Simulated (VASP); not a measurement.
```xyz
2
Lattice="0.0000 3.2350 3.2350 3.2350 0.0000 3.2350 3.2350 3.2350 0.0000" Properties=species:S:1:pos:R:3 pbc="T T T"
Na     0.0000     0.0000     0.0000
I      3.2350     3.2350     3.2350
```

The base run (VASP): PBE GGA, plane waves, VASP's PBE PAW potentials (set 64). Settings: 400 eV cut-off, 7×7×7 Γ-centred mesh, Gaussian smearing of 0.050 eV, potentials Na_pv I.

One setting is varied; ΔE counts from the base run. The base run took about 5 core-seconds. Costs are core time on shared hosts, one run each; read them as rough ratios.

Pressures at a finite cut-off, here 400 eV, hold a Pulay part, which wasn't tested here.

| setting | cost over the base run | electronic steps | ΔE (meV/atom) | pressure (GPa) |
|---|---|---|---|---|
| KPOINTS 3×3×3 Monkhorst-Pack mesh | within a factor of 2 | 12 | 21.7 | 0.68 |
| KPOINTS 7×7×7 Monkhorst-Pack mesh | within a factor of 2 | 11 | 0.0 | 0.36 |
| base run | reference | 11 | 0.0 | 0.36 |
| KPOINTS 6×6×6 Monkhorst-Pack mesh | within a factor of 2 | 11 | 0.0 | 0.36 |
| KPOINTS 9×9×9 Monkhorst-Pack mesh | within a factor of 2 | 11 | 0.0 | 0.36 |

Left out are runs that failed, have no time on record or changed the cell.

The compound is NaI in the rock salt structure. The cell was not relaxed at this level.
